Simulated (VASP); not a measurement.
A VASP calculation is set up with these files.

### POSCAR
```
CuCl
1.0
  0.0000000000   2.7050000000   2.7050000000
  2.7050000000   0.0000000000   2.7050000000
  2.7050000000   2.7050000000   0.0000000000
Cu Cl
1 1
Cart
  0.0000000000   0.0000000000   0.0000000000
  1.3525000000   1.3525000000   1.3525000000
```

INCAR:
```
SYSTEM=CuCl
PREC=Accurate; ENCUT=520; LREAL=.FALSE.
LASPH=.TRUE.
EDIFF=1E-6; NELM=100; ALGO=Normal
LMAXMIX=4
ISMEAR=0; SIGMA=0.05
GGA=PE; IVDW=12
IBRION=2; NSW=60; ISIF=3
EDIFFG=-0.01
LWAVE=.FALSE.; LCHARG=.FALSE.
```

**KPOINTS**
```
kpoints
0
Gamma
 8 8 8
```

POTCAR, in this order: Cu Cl (PBE.64 set). Program: vasp_std.

Problem. Translate this PBE-D3(BJ) calculation to Ansatz.

Solution. One equivalent input (not run):
Ansatz 0.2 input:
```yaml
crystal:
  lattice:
    - [0.0000000, 2.7050000, 2.7050000]
    - [2.7050000, 0.0000000, 2.7050000]
    - [2.7050000, 2.7050000, 0.0000000]
  atoms:
    - { symbol: Cu, position: [0.0000000, 0.0000000, 0.0000000] }
    - { symbol: Cl, position: [0.2500000, 0.2500000, 0.2500000] }
kpoints:
  mp_grid: { grid: [8, 8, 8] }
hamiltonian:
  xc: pbe
  dispersion: d3bj
  pseudopotentials: { kind: paw }
scf:
  occupations: { method: gaussian, width: 0.05 }
  max_iter: 100
relax:
  max_steps: 60
  f_tol: 0.01
  cell: {}
output: { forces: true, stress: true, eigenvalues: true }
```
The two are equivalent in intent, not identical: each code has its own PAW files, so the cut-off isn't converted (ENCUT is set for VASP's; basis.ecutwfc is left out, and Ansatz then takes the one that its files recommend); Ansatz stops its SCF on the density residual and VASP on the energy change (EDIFF).

The compound is CuCl in the zinc blende structure. This run relaxes it. Symmetry was kept, so distortions that lower it aren't found.
